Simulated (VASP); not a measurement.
Given:

```xyz
2
Lattice="1.6150 -2.7973 0.0000 1.6150 2.7973 0.0000 0.0000 0.0000 5.1500" Properties=species:S:1:pos:R:3 pbc="T T T"
Zr     1.6150     0.9324     1.2875
Zr     1.6150    -0.9324     3.8625
```

The numbers are results of vdW-DF2, VASP's PBE PAW potentials (set 64) (plane waves; VASP 6.6.1), not measurements. Run with 520 eV cut-off, 12×12×7 Γ-centred mesh, first-order Methfessel-Paxton smearing of 0.10 eV, potentials Zr_sv.

Energy and stress use the plane-wave basis of the starting cell.

Question: The ions, cell shape and volume are relaxed. Which structure does the run end with?

Answer: 
```xyz
2
Lattice="1.6426 -2.8450 0.0000 1.6426 2.8450 0.0000 0.0000 0.0000 5.2666" Properties=species:S:1:pos:R:3 pbc="T T T"
Zr     1.6426     0.9484     1.3167
Zr     1.6426    -0.9484     3.9500
```
Space group P6_3/mmc (194), at a tolerance of 0.03 Å.

Question: How do energy and volume change from the first to the last step?

Answer: The energy (σ→0) changes by -23.2 meV/atom and the volume by +5.8 %, in 6 ionic steps.

The compound is Zr in the hcp structure. This run relaxes it. Symmetry was kept, so distortions that lower it aren't found.
